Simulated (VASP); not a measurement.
# Which native defect does DyMg3 form most easily?, part 5 of 7

Aim: formation energies of the vacancies and antisites of DyMg3, in the two limits of its composition. The start is a cell from a database of measured crystal structures.

VASP 6.6.1, plane waves and PAW; the level of theory is named at each step.

Still holding for the runs below: The data set Dy_3 holds the 4f electrons frozen in the core, so no f bands or f moments appear.

So far, formation energy of the neutral defect (eV): step 7 (this defect's formation energies, 31 atoms, defect vacancy …) 1.26.

### 8. Relaxing the defect, 31 atoms, defect Dy vacancy

This step: PBEsol, 4f electrons in the core; plane waves and PAW (Dy_3, Mg) (VASP 6.6.1).

System of this step: Dy7Mg24. The cell holds 31 atoms: 7 Dy and 24 Mg. Cell: a = 10.249 Å, b = 10.249 Å, c = 10.249 Å, α = 60.0°, β = 60.0°, γ = 60.0°. It derives from DyMg3. Nearest the centre at fractional (0.000, 0.000, 0.000): Mg15 at 3.14 Å, Mg14 at 3.14 Å, Mg13 at 3.14 Å, Mg11 at 3.14 Å, Mg16 at 3.14 Å, Mg20 at 3.14 Å, Mg18 at 3.14 Å, Mg17 at 3.14 Å.

INCAR reads:

```
SYSTEM = Dy7Mg24
PREC = Normal
ENCUT = 300
EDIFF = 1E-05
NELM = 120
ISMEAR = 1
SIGMA = 0.2
LREAL = Auto
ALGO = Fast
GGA = PS
LORBIT = 11
LWAVE = .FALSE.
LCHARG = .TRUE.
KPAR = 4
NCORE = 2
IBRION = 2
NSW = 50
ISIF = 2
EDIFFG = -0.03
POTIM = 0.4
MAXMIX = 40
ISYM = 2
```

POSCAR reads:

```
Dy7Mg24
1.0
    0.0000000000      7.2468013818      7.2468013818
    7.2468013818      0.0000000000      7.2468013818
    7.2468013818      7.2468013818      0.0000000000
Dy Mg
7 24
Direct
    0.0000000000      0.0000000000      0.5000000000
    0.0000000000      0.5000000000      0.0000000000
    0.0000000000      0.5000000000      0.5000000000
    0.5000000000      0.0000000000      0.0000000000
    0.5000000000      0.0000000000      0.5000000000
    0.5000000000      0.5000000000      0.0000000000
    0.5000000000      0.5000000000      0.5000000000
    0.3750000000      0.3750000000      0.3750000000
    0.3750000000      0.3750000000      0.8750000000
    0.3750000000      0.8750000000      0.3750000000
    0.3750000000      0.8750000000      0.8750000000
    0.8750000000      0.3750000000      0.3750000000
    0.8750000000      0.3750000000      0.8750000000
    0.8750000000      0.8750000000      0.3750000000
    0.8750000000      0.8750000000      0.8750000000
    0.1250000000      0.1250000000      0.1250000000
    0.1250000000      0.1250000000      0.6250000000
    0.1250000000      0.6250000000      0.1250000000
    0.1250000000      0.6250000000      0.6250000000
    0.6250000000      0.1250000000      0.1250000000
    0.6250000000      0.1250000000      0.6250000000
    0.6250000000      0.6250000000      0.1250000000
    0.6250000000      0.6250000000      0.6250000000
    0.2500000000      0.2500000000      0.2500000000
    0.2500000000      0.2500000000      0.7500000000
    0.2500000000      0.7500000000      0.2500000000
    0.2500000000      0.7500000000      0.7500000000
    0.7500000000      0.2500000000      0.2500000000
    0.7500000000      0.2500000000      0.7500000000
    0.7500000000      0.7500000000      0.2500000000
    0.7500000000      0.7500000000      0.7500000000
```

KPOINTS reads:

```
Automatic mesh
0
Gamma
3 3 3
0 0 0
```

PAW data sets: Dy_3 and Mg (PBE family, release 64).

Started as:

```bash
mpirun -np 8 vasp_std
```

The program printed:

```text
[... set-up lines as in an earlier step ...]
 entering main loop
       N       E                     dE             d eps       ncg     rms          rms(c)
DAV:   1     0.324197229421E+03    0.32420E+03   -0.32267E+04   664   0.821E+02
DAV:   2    -0.434200074770E+02   -0.36762E+03   -0.35065E+03   723   0.249E+02
DAV:   3    -0.764756790710E+02   -0.33056E+02   -0.31275E+02   776   0.505E+01
DAV:   4    -0.783971741275E+02   -0.19215E+01   -0.18571E+01   768   0.123E+01
DAV:   5    -0.784795869079E+02   -0.82413E-01   -0.81808E-01   832   0.270E+00    0.482E+01
RMM:   6    -0.775762668976E+02    0.90332E+00   -0.16497E+00   654   0.164E+00    0.285E+01
RMM:   7    -0.774811337550E+02    0.95133E-01   -0.36667E+00   784   0.245E+00    0.104E+00
RMM:   8    -0.774059769976E+02    0.75157E-01   -0.34536E-01   627   0.157E+00    0.652E-01
RMM:   9    -0.773944484096E+02    0.11529E-01   -0.17504E-01   655   0.870E-01    0.462E-01
RMM:  10    -0.773950430007E+02   -0.59459E-03   -0.22654E-02   697   0.435E-01    0.203E-01
RMM:  11    -0.773954684884E+02   -0.42549E-03   -0.82220E-03   800   0.185E-01    0.564E-02
RMM:  12    -0.773955738813E+02   -0.10539E-03   -0.17769E-03   777   0.841E-02    0.264E-02
RMM:  13    -0.773956087142E+02   -0.34833E-04   -0.53658E-04   755   0.445E-02    0.114E-02
RMM:  14    -0.773956240093E+02   -0.15295E-04   -0.16353E-04   598   0.199E-02    0.150E-02
RMM:  15    -0.773956276869E+02   -0.36776E-05   -0.48796E-05   452   0.128E-02
   1 F= -.77395628E+02 E0= -.77393608E+02  d E =-.773956E+02
 curvature:   0.00 expect dE= 0.000E+00 dE for cont linesearch  0.000E+00
 trial: gam= 0.00000 g(F)=  0.633E-01 g(S)=  0.000E+00 ort = 0.000E+00 (trialstep = 0.100E+01)
 search vector abs. value=  0.633E-01
 bond charge predicted
       N       E                     dE             d eps       ncg     rms          rms(c)
DAV:   1    -0.774566445464E+02   -0.61021E-01   -0.10102E-01   674   0.837E-01    0.109E-01
RMM:   2    -0.774568545632E+02   -0.21002E-03   -0.46270E-03   644   0.202E-01    0.865E-02
RMM:   3    -0.774569689452E+02   -0.11438E-03   -0.12589E-03   713   0.871E-02    0.607E-02
RMM:   4    -0.774569800506E+02   -0.11105E-04   -0.31000E-04   691   0.395E-02    0.465E-02
RMM:   5    -0.774569830392E+02   -0.29886E-05   -0.80453E-05   599   0.207E-02
   2 F= -.77456983E+02 E0= -.77454868E+02  d E =-.613554E-01
[...]
3 F= -.77614978E+02 E0= -.77612521E+02  d E =-.219351E+00
[...]
4 F= -.77812076E+02 E0= -.77808299E+02  d E =-.416448E+00
[...]
5 F= -.77700393E+02 E0= -.77693216E+02  d E =-.304766E+00
[...]
6 F= -.77851917E+02 E0= -.77847000E+02  d E =-.456290E+00
[...]
7 F= -.77852026E+02 E0= -.77847019E+02  d E =-.456399E+00
[...]
8 F= -.77858882E+02 E0= -.77853564E+02  d E =-.685599E-02
 trial-energy change:   -0.006856  1 .order   -0.006832   -0.009540   -0.004125
 step:   6.4095(harm=  6.4095)  dis= 0.01231  next Energy=   -77.860430 (dE=-0.840E-02)
 bond charge predicted
       N       E                     dE             d eps       ncg     rms          rms(c)
DAV:   1    -0.778606563488E+02   -0.17697E-02   -0.40752E-02   648   0.529E-01    0.147E-01
RMM:   2    -0.778604413079E+02    0.21504E-03   -0.24401E-03   550   0.153E-01    0.364E-02
RMM:   3    -0.778605080660E+02   -0.66758E-04   -0.64097E-04   677   0.699E-02    0.362E-02
RMM:   4    -0.778605167700E+02   -0.87041E-05   -0.94481E-05   597   0.260E-02
   9 F= -.77860517E+02 E0= -.77854947E+02  d E =-.849044E-02
 curvature:  -3.36 expect dE=-0.184E-03 dE for cont linesearch -0.830E-05
 trial: gam=-0.00880 g(F)=  0.548E-04 g(S)=  0.000E+00 ort = 0.824E-04 (trialstep = 0.419E+01)
 search vector abs. value=  0.535E-04
 reached required accuracy - stopping structural energy minimisation
```

Elapsed: 90 s, on 8 MPI ranks of AMD EPYC 7R43, shared host; peak memory 2.1 GiB.

Parts of OUTCAR (step 8):

```text
   k-points           NKPTS =      4   k-points in BZ     NKDIM =      4   number of bands    NBANDS=     71

   NELECT =     111.0000    total number of electrons

 E-fermi :   2.5834

 k-point     1 :       0.0000    0.0000    0.0000
  band No.  band energies     occupation
    ...
     55       2.3031      2.06345
     56       2.3031      2.06345
     57       2.5846      0.99025
     58       2.6164      0.72473
     59       2.6164      0.72473
     60       3.5722     -0.00000
     61       3.7279     -0.00000
     62       3.7279     -0.00000
     63       3.7917     -0.00000
     64       3.7917     -0.00000
    ...

  Total       -4.2092703     -4.2092703     -4.2092703      0.0000000     -0.0000000     -0.0000000
  in kB       -8.8602979     -8.8602979     -8.8602979      0.0000000     -0.0000000     -0.0000000
  external PRESSURE =      -8.8602979 kB  Pullay stress =       0.0000000 kB

 POSITION                                       TOTAL-FORCE (eV/Angst)
 -----------------------------------------------------------------------------------
      3.62340      3.62340      0.00000         0.000000     -0.000000      0.000000
      3.62340      0.00000      3.62340         0.000000     -0.000000      0.000000
      7.24680      3.62340      3.62340         0.000000     -0.000000      0.000000
      0.00000      3.62340      3.62340         0.000000     -0.000000      0.000000
      3.62340      7.24680      3.62340         0.000000     -0.000000      0.000000
      3.62340      3.62340      7.24680         0.000000     -0.000000      0.000000
      7.24680      7.24680      7.24680         0.000000     -0.000000      0.000000
      5.43640      5.43640      5.43640        -0.003674     -0.003674     -0.003674
      9.05721      9.05721      5.43640         0.003674      0.003674     -0.003674
      9.05721      5.43640      9.05721         0.003674     -0.003674      0.003674
     12.81995      8.92046      8.92046        -0.001725      0.001725      0.001725
      5.43640      9.05721      9.05721        -0.003674      0.003674      0.003674
      8.92046     12.81995      8.92046         0.001725     -0.001725      0.001725
      8.92046      8.92046     12.81995         0.001725      0.001725     -0.001725
     12.81995     12.81995     12.81995        -0.001725     -0.001725     -0.001725
      1.67366      1.67366      1.67366         0.001725      0.001725      0.001725
      5.57314      5.57314      1.67366        -0.001725     -0.001725      0.001725
      5.57314      1.67366      5.57314        -0.001725      0.001725     -0.001725
      9.05721      5.43640      5.43640         0.003674     -0.003674     -0.003674
      1.67366      5.57314      5.57314         0.001725     -0.001725     -0.001725
      5.43640      9.05721      5.43640        -0.003674      0.003674     -0.003674
      5.43640      5.43640      9.05721        -0.003674     -0.003674      0.003674
      9.05721      9.05721      9.05721         0.003674      0.003674      0.003674
      3.62340      3.62340      3.62340         0.000000     -0.000000      0.000000
[...]
-----------------------------------------------------------------------------------
    total drift:                                0.000000      0.000000      0.000000

  FREE ENERGIE OF THE ION-ELECTRON SYSTEM (eV)
  ---------------------------------------------------
  free  energy   TOTEN  =       -77.8605167700 eV

  energy  without entropy=      -77.8438070095  energy(sigma->0) =      -77.85494685

[... 7 parts as in an earlier step ...]

[... 8 further parts left out ...]
```

The steps of the relaxation:

```tsv
step	energy less that of the first step (eV)	largest force (eV/Å)
1	0.0000	0.4207
2	-0.0614	0.3935
3	-0.2193	0.3066
4	-0.4164	0.1354
5	-0.3048	0.2214
6	-0.4563	0.0853
7	-0.4564	0.0883
8	-0.4633	0.0403
9	-0.4649	0.0131
```

The atoms that moved most (Å):

```tsv
atom	dx	dy	dz	length
Mg13	-0.138	0.138	-0.138	0.239
Mg14	-0.138	-0.138	0.138	0.239
Mg11	0.138	-0.138	-0.138	0.239
Mg17	0.138	0.138	-0.138	0.239
Mg18	0.138	-0.138	0.138	0.239
Mg20	-0.138	0.138	0.138	0.239
Mg15	0.138	0.138	0.138	0.239
Mg16	-0.138	-0.138	-0.138	0.239
```

Final coordinates:

```xyz
31
Lattice="0.0000 7.2468 7.2468 7.2468 0.0000 7.2468 7.2468 7.2468 0.0000" Properties=species:S:1:pos:R:3 pbc="T T T"
Dy    3.6234    3.6234    0.0000
Dy    3.6234    0.0000    3.6234
Dy    7.2468    3.6234    3.6234
Dy    0.0000    3.6234    3.6234
Dy    3.6234    7.2468    3.6234
Dy    3.6234    3.6234    7.2468
Dy    7.2468    7.2468    7.2468
Mg    5.4364    5.4364    5.4364
Mg    9.0572    9.0572    5.4364
Mg    9.0572    5.4364    9.0572
Mg   12.8199    8.9205    8.9205
Mg    5.4364    9.0572    9.0572
Mg    8.9205   12.8199    8.9205
Mg    8.9205    8.9205   12.8199
Mg   12.8199   12.8199   12.8199
Mg    1.6737    1.6737    1.6737
Mg    5.5731    5.5731    1.6737
Mg    5.5731    1.6737    5.5731
Mg    9.0572    5.4364    5.4364
Mg    1.6737    5.5731    5.5731
Mg    5.4364    9.0572    5.4364
Mg    5.4364    5.4364    9.0572
Mg    9.0572    9.0572    9.0572
Mg    3.6234    3.6234    3.6234
Mg    7.2468    7.2468    3.7210
Mg    7.2468    3.7210    7.2468
Mg   10.7726    7.2468    7.2468
Mg    3.7210    7.2468    7.2468
Mg    7.2468   10.7726    7.2468
Mg    7.2468    7.2468   10.7726
Mg   10.8702   10.8702   10.8702
```

This step gave:

- electronic cycles: 64
- electrons: 111
- free energy (TOTEN): -77.8605 eV
- energy at zero smearing: -77.8549 eV
- Fermi energy: 2.583 eV

Valence density in the ac plane at fractional y = 0.000, through the centre, with atoms of Dy within 0.45 Å of it. It is the smooth field of the valence electrons, not physical close to the nuclei.

Ten steps, logarithmic in the rise over the least value, from '_' (0.0 e/Å³) to '@' (2.6 e/Å³), each cell a mean:
```
________..::::--------==**%%@@@@@@##++--------::::....____
________....::::--------==**%%%%%%##++----------::::....__
..____......::::::----------==****++==----------::::::....
..........::::::::::------::------------::------::::::::::
::::::::::::::::----------::::::------::::::----------::::
::::::::::::::------------::::::----------::::------------
------::::::--------------::::::------------::::::--------
--------::------------------::::--------------::::--------
----------------------========----------------------======
**==----------------==++######++==----------------==**####
@@##++----::----::--==**%%@@@@%%**==--------------++##@@@@
@@@@##++--::::::::::--++%%@@@@@@%%**----::::::::--==##@@@@
@@@@%%**----::::::::--==**%%@@@@@@##++--::::::::::--++##@@
%%%%%%**==--------------==**%%%%%%##++----------------++##
++****++--------------------==****++==------------------==
----------------------------------------------------------
----------::::--------------::::----------------::::------
------------::::------------::::--------------::::::::::--
::------------::::::--------::::------------::::::::::::::
::::::::::------::::----------::--------::::::::::......::
..::::::::::----------========----------::::::::..........
__....::::::--------==++######++==--------::::::....______
____....::::--------==**%%@@@@%%**==--------::::....______
______....::::--------++%%@@@@@@%%**==------::::....______
```
Columns run along a (10.2 Å), rows up along c (10.2 Å). Atoms in or near the plane, at fractional coordinates: Dy at (0.00, 0.50), Dy at (0.50, 0.00), Dy at (0.50, 0.50).

The run ended after 9 ionic steps, 0.465 eV below its first step, once the forces on the free atoms met EDIFFG = -0.03.

The 8 first neighbours (Mg) lie 3.14 Å from the site in the perfect crystal and 2.90 Å on average after the relaxation (-7.6 %).

### 9. This defect's formation energies, 31 atoms, defect vacancy, element Dy

This step: point defect, PBEsol; plane waves and PAW (VASP 6.6.1).

This step runs nothing: it gathers the runs above.

Numbers from this step:

* formation energy of the neutral defect: 0.6788 eV

Formation energy:

```tsv
formation energy (eV)	largest move (Å)
0.6788	0.2391
```

The formation energy is the energy of the relaxed defect cell less that of the perfect cell, with each removed atom booked to its reference and each added atom taken from it.

References, in eV an atom: Dy -4.968 (crystal P6_3/mmc) and Mg -1.721 (crystal P6_3/mmc). They were run at the supercell's cutoff and functional, without U, and count both elements from their own phases.

The formation energy is 0.679 eV, and the largest move of an atom 0.24 Å.

[end of part 5 of 7]

[Lines on the potential files, build, host, timing and source positions are cut from VASP's logs without a mark.]

[Logs are printed without paths, hosts, clocks, repeated set-up lines and the standing remarks that a program may print on its own settings, such as how far it seeks lower states.]

[Hosts, paths, dates, database ids (printed as entryN), source tags and the programs' standing remarks are cut or masked in the printed files.]

[In band tables of VASP the shares of atoms and orbitals are scaled to a sum of 1 inside the atoms' spheres.]

[Runs that stopped without an error message from VASP are left out.]
